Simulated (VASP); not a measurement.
Input:

```
CELL_PARAMETERS angstrom
      0.00000     2.27594     2.27594
      2.27594     0.00000     2.27594
      2.27594     2.27594     0.00000
ATOMIC_POSITIONS crystal
  Li 0.25000 0.25000 0.25000
  Li 0.75000 0.75000 0.75000
  O  0.00000 0.00000 0.00000
```

All values below come from PBE GGA with D3 dispersion (zero damping), VASP's PBE PAW potentials (set 64) (plane waves; VASP). Settings: 520 eV cut-off, 8×8×8 Γ-centred mesh, Gaussian smearing of 0.050 eV, potentials Li_sv O.

Question: Predict the energy per atom (σ→0), band gap (on the k-mesh) with the smallest direct gap where there is one.

Answer: 
```json
{
  "band gap (on the k-mesh)": "5.06 eV",
  "smallest direct gap (on the k-mesh)": "5.61 eV",
  "energy per atom (σ→0)": "-4.977 eV/atom"
}
```

Only differences to runs with the same potentials and settings are physical.

The compound is Li2O in the antifluorite structure. It was relaxed first.
